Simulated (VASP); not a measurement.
Consider the following.

```xyz
2
Lattice="0.0000 3.5027 3.5027 3.5027 0.0000 3.5027 3.5027 3.5027 0.0000" Properties=species:S:1:pos:R:3 pbc="T T T"
Rb     0.0000     0.0000     0.0000
Br     3.5027     3.5027     3.5027
```

Calculation: revTPSS meta-GGA, VASP's PBE PAW potentials (set 64) (plane waves; VASP). Numerical set-up: 520 eV cut-off, 6×6×6 Γ-centred mesh, Gaussian smearing of 0.050 eV, potentials Rb_sv Br.

Problem. Predict the energy per atom (σ→0), band gap (on the k-mesh) with the smallest direct gap where there is one.

Solution. 
- band gap (on the k-mesh) = 4.68 eV
- smallest direct gap (on the k-mesh) = 4.68 eV
- energy per atom (σ→0) = 5.373 eV/atom

The compound is RbBr in the rock salt structure. It was relaxed first, which changed the volume by +5 %. The start is the result of an earlier pass.
